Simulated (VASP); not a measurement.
Data:

```yaml
crystal:
  lattice:
    - [3.87313, 0.00000, 0.00000]
    - [0.00000, 3.87313, 0.00000]
    - [0.00000, 0.00000, 3.87313]
  atoms:
    - { symbol: Ti, position: [0.00000, 0.00000, 0.00000] }
    - { symbol: Pt, position: [0.00000, 0.50000, 0.50000] }
    - { symbol: Pt, position: [0.50000, 0.00000, 0.50000] }
    - { symbol: Pt, position: [0.50000, 0.50000, 0.00000] }
```

The numbers are results of PBE GGA with D4 dispersion, VASP's PBE PAW potentials (set 64) (plane waves; VASP), not measurements. Settings: 520 eV cut-off, 8×8×8 Γ-centred mesh, first-order Methfessel-Paxton smearing of 0.10 eV, potentials Ti_sv Pt.

Question: Give the stress tensor in GPa (positive for a compressed cell).

Answer: 
```
8.48  0.00  0.00
0.00  8.48  0.00
0.00  0.00  8.48
```
The pressure is its mean diagonal, 8.48 GPa.

The compound is Pt3Ti in the L1_2 structure. This cell is one point of a volume scan, at 0.97 of the reference volume.
